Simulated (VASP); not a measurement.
```yaml
crystal:
  lattice:
    - [1.56232, -2.70602, 0.00000]
    - [1.56232, 2.70602, 0.00000]
    - [0.00000, 0.00000, 3.44977]
  atoms:
    - { symbol: Hf, position: [0.00000, 0.00000, 0.00000] }
    - { symbol: B, position: [0.33333, 0.66667, 0.50000] }
    - { symbol: B, position: [0.66667, 0.33333, 0.50000] }
```

Method: PBE GGA with D4 dispersion, VASP's PBE PAW potentials (set 64) (plane waves; VASP). Numerical set-up: 520 eV cut-off, 13×13×10 Γ-centred mesh, tetrahedra with Blöchl corrections, potentials Hf_pv B.

Unless said otherwise, spin-orbit coupling is left out, though it shifts the bands of the heavy elements here.

Problem. Predict the energy per atom (σ→0), band gap (on the k-mesh) with the smallest direct gap where there is one.

Solution. 
The band gap (on the k-mesh) is none (metal, semimetal or under 0.01 eV) and the energy per atom (σ→0) is -9.111 eV/atom.

Only differences to runs with the same potentials and settings are physical.

The compound is HfB2 in the AlB2 type structure. It was relaxed first.
